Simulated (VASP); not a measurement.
Output of a VASP run:

File OUTCAR:
```
 ion  position               nearest neighbor table
   1  0.000  0.000  0.000-   2 1.57   2 1.57   2 1.57   2 1.57
   2  0.250  0.250  0.250-   1 1.57   1 1.57   1 1.57   1 1.57
  LATTYP: Found a face centered cubic cell.
 ALAT       =     3.6150000000
 Subroutine PRICEL returns:
 Original cell was already a primitive cell.
 Subroutine GETGRP returns: Found 24 space group operations
The static configuration has the point symmetry T_d .
The dynamic configuration has the point symmetry T_d .
 Subroutine INISYM returns: Found 24 space group operations
 Subroutine IBZKPT returns following result:
 Found     56 irreducible k-points:

 Following reciprocal coordinates:
            Coordinates               Weight
  0.000000  0.000000  0.000000      1.000000
  0.090909  0.000000  0.000000      8.000000
  0.181818  0.000000  0.000000      8.000000
  0.272727  0.000000  0.000000      8.000000
  0.363636  0.000000  0.000000      8.000000
  0.454545  0.000000  0.000000      8.000000
  0.090909  0.090909  0.000000      6.000000
  0.181818  0.090909  0.000000     24.000000
  0.272727  0.090909  0.000000     24.000000
  0.363636  0.090909  0.000000     24.000000
  0.454545  0.090909  0.000000     24.000000
 -0.454545  0.090909  0.000000     24.000000
 -0.363636  0.090909  0.000000     24.000000
 -0.272727  0.090909  0.000000     24.000000
 -0.181818  0.090909  0.000000     24.000000
 -0.090909  0.090909  0.000000     12.000000
  0.181818  0.181818  0.000000      6.000000
  0.272727  0.181818  0.000000     24.000000
  0.363636  0.181818  0.000000     24.000000
  0.454545  0.181818  0.000000     24.000000
 -0.454545  0.181818  0.000000     24.000000
 -0.363636  0.181818  0.000000     24.000000
 -0.272727  0.181818  0.000000     24.000000
 -0.181818  0.181818  0.000000     12.000000
  0.272727  0.272727  0.000000      6.000000
  0.363636  0.272727  0.000000     24.000000
  0.454545  0.272727  0.000000     24.000000
 -0.454545  0.272727  0.000000     24.000000
 -0.363636  0.272727  0.000000     24.000000
 -0.272727  0.272727  0.000000     12.000000
  0.363636  0.363636  0.000000      6.000000
  0.454545  0.363636  0.000000     24.000000
 -0.454545  0.363636  0.000000     24.000000
 -0.363636  0.363636  0.000000     12.000000
  0.454545  0.454545  0.000000      6.000000
 -0.454545  0.454545  0.000000     12.000000
  0.272727  0.181818  0.090909     24.000000
  0.363636  0.181818  0.090909     48.000000
  0.454545  0.181818  0.090909     48.000000
 -0.454545  0.181818  0.090909     48.000000
   k-points           NKPTS =     56   k-points in BZ     NKDIM =     56   number of bands    NBANDS=      8
   number of dos      NEDOS =    301   number of ions     NIONS =      2
   total plane-waves  NPLWV =   8000
   dimension x,y,z NGX =    20 NGY =   20 NGZ =   20
   dimension x,y,z NGXF=    40 NGYF=   40 NGZF=   40
   ions per type =               1   1
   PREC   = accura    normal or accurate (medium, high low for compatibility)
   ISTART =      0    job   : 0-new  1-cont  2-samecut
   ICHARG =      2    charge: 1-file 2-atom 10-const
   ISPIN  =      1    spin polarized calculation?
   LNONCOLLINEAR =      F non collinear calculations
   LSORBIT =      F    spin-orbit coupling
   INIWAV =      1    electr: 0-lowe 1-rand  2-diag
   ENCUT  =  520.0 eV  38.22 Ry    6.18 a.u.   4.75  4.75  4.75*2*pi/ulx,y,z
   NELM   =    100;   NELMIN=  2; NELMDL= -5     # of ELM steps
   EDIFF  = 0.1E-05   stopping-criterion for ELM
   LREAL  =      F    real-space projection
   NLSPLINE    = F    spline interpolate recip. space projectors
   LMAXMIX     =    2 max onsite mixed and CHGCAR
   VOSKOWN=      0    Vosko Wilk Nusair interpolation
   EDIFFG = -.1E-01   stopping-criterion for IOM
   NSW    =     60    number of steps for IOM
   NBLOCK =      1;   KBLOCK =     60    inner block; outer block
   IBRION =      2    ionic relax: 0-MD 1-quasi-New 2-CG
...
```

OSZICAR:
```
       N       E                     dE             d eps       ncg     rms          rms(c)
DAV:   1     0.102290642071E+02    0.10229E+02   -0.53856E+03   960   0.101E+03
DAV:   2    -0.174872055697E+02   -0.27716E+02   -0.27220E+02  1224   0.173E+02
DAV:   3    -0.176862804197E+02   -0.19907E+00   -0.19907E+00  1040   0.183E+01
DAV:   4    -0.176864643472E+02   -0.18393E-03   -0.18393E-03  1224   0.485E-01
DAV:   5    -0.176864644397E+02   -0.92556E-07   -0.92556E-07   992   0.748E-03    0.675E+00
DAV:   6    -0.168368351410E+02    0.84963E+00   -0.33503E+00  1136   0.135E+01    0.335E+00
DAV:   7    -0.167758318941E+02    0.61003E-01   -0.94782E-02  1208   0.302E+00    0.194E+00
DAV:   8    -0.167668621800E+02    0.89697E-02   -0.37376E-02   976   0.186E+00    0.168E-01
DAV:   9    -0.167672042936E+02   -0.34211E-03   -0.67140E-04   928   0.274E-01    0.727E-02
DAV:  10    -0.167673446126E+02   -0.14032E-03   -0.21483E-04  1248   0.147E-01    0.159E-02
DAV:  11    -0.167673528727E+02   -0.82601E-05   -0.14222E-05  1040   0.381E-02    0.871E-03
DAV:  12    -0.167673530771E+02   -0.20441E-06   -0.18436E-06   688   0.119E-02
   1 F= -.16767353E+02 E0= -.16767353E+02  d E =-.167674E+02
       N       E                     dE             d eps       ncg     rms          rms(c)
DAV:   1    -0.167953241641E+02   -0.27971E-01   -0.87753E-01   944   0.952E+00    0.121E+00
DAV:   2    -0.167688699616E+02    0.26454E-01   -0.12679E-01   984   0.271E+00    0.321E-01
DAV:   3    -0.167677865646E+02    0.10834E-02   -0.32072E-03  1064   0.591E-01    0.136E-01
DAV:   4    -0.167674055058E+02    0.38106E-03   -0.55317E-04  1024   0.214E-01    0.376E-02
DAV:   5    -0.167673993122E+02    0.61936E-05   -0.23495E-05  1048   0.399E-02    0.231E-02
DAV:   6    -0.167673980538E+02    0.12584E-05   -0.13715E-06   752   0.141E-02    0.175E-03
DAV:   7    -0.167673982149E+02   -0.16103E-06   -0.62170E-08   448   0.240E-03
   2 F= -.16767398E+02 E0= -.16767398E+02  d E =-.451378E-04
       N       E                     dE             d eps       ncg     rms          rms(c)
DAV:   1    -0.167801740327E+02   -0.12776E-01   -0.22311E-01   960   0.487E+00    0.611E-01
DAV:   2    -0.167735472490E+02    0.66268E-02   -0.30917E-02  1000   0.135E+00    0.165E-01
DAV:   3    -0.167732611807E+02    0.28607E-03   -0.84805E-04  1056   0.300E-01    0.694E-02
DAV:   4    -0.167731701832E+02    0.90997E-04   -0.13503E-04  1040   0.107E-01    0.198E-02
DAV:   5    -0.167731698031E+02    0.38005E-06   -0.53409E-06  1040   0.196E-02
   3 F= -.16773170E+02 E0= -.16773170E+02  d E =-.581673E-02
```

OUTCAR:
```
------------------------ aborting loop because EDIFF is reached ----------------------------------------
  FORCE on cell =-STRESS in cart. coord.  units (eV):
  Direction    XX          YY          ZZ          XY          YZ          ZX
  --------------------------------------------------------------------------------------
  Total        0.0004970      0.0004970      0.0004970     -0.0000000      0.0000000      0.0000000
  in kB        0.0660536      0.0660536      0.0660536     -0.0000000      0.0000000      0.0000000
  external PRESSURE =       0.0660536 kB  Pullay stress =       0.0000000 kB
  volume of cell :       12.06
      direct lattice vectors                 reciprocal lattice vectors
     0.000000000  1.819920452  1.819920452    -0.274737283  0.274737283  0.274737283
     1.819920452  0.000000000  1.819920452     0.274737283 -0.274737283  0.274737283
     1.819920452  1.819920452 -0.000000000     0.274737283  0.274737283 -0.274737283
  FREE ENERGIE OF THE ION-ELECTRON SYSTEM (eV)
  ---------------------------------------------------
  free  energy   TOTEN  =       -16.7731698031 eV

  energy  without entropy=      -16.7731698031  energy(sigma->0) =      -16.77316980

 reached required accuracy - stopping structural energy minimisation
```
(Selected blocks of OUTCAR.)

File POSCAR:
```
BN
1
    0.0000000000     1.8075000000     1.8075000000
    1.8075000000     0.0000000000     1.8075000000
    1.8075000000     1.8075000000     0.0000000000
B N
1 1
Direct
  0.0000000000   0.0000000000   0.0000000000
  0.2500000000   0.2500000000   0.2500000000
```

Task: Reconstruct the remaining input files.

Result: One answer among several that fit: the input of the run itself, revPBE GGA, plane waves, VASP's PBE PAW potentials (set 64).

### INCAR
```
ALGO = Normal
EDIFF = 1E-6
EDIFFG = -0.01
ENCUT = 520
GGA = RE
IBRION = 2
ISIF = 3
ISMEAR = 0
LASPH = .TRUE.
LCHARG = .FALSE.
LREAL = .FALSE.
LWAVE = .FALSE.
NELM = 100
NSW = 60
PREC = Accurate
SIGMA = 0.05
SYSTEM = BN
```

### KPOINTS
```
Automatic mesh
0
Gamma
11 11 11
0 0 0
```

POTCAR, in this order: B N (PBE.64 set). Program: vasp_std.

Energy and stress use the plane-wave basis of the starting cell.

The compound is BN in the zinc blende structure. This run relaxes it. Symmetry was kept, so distortions that lower it aren't found.
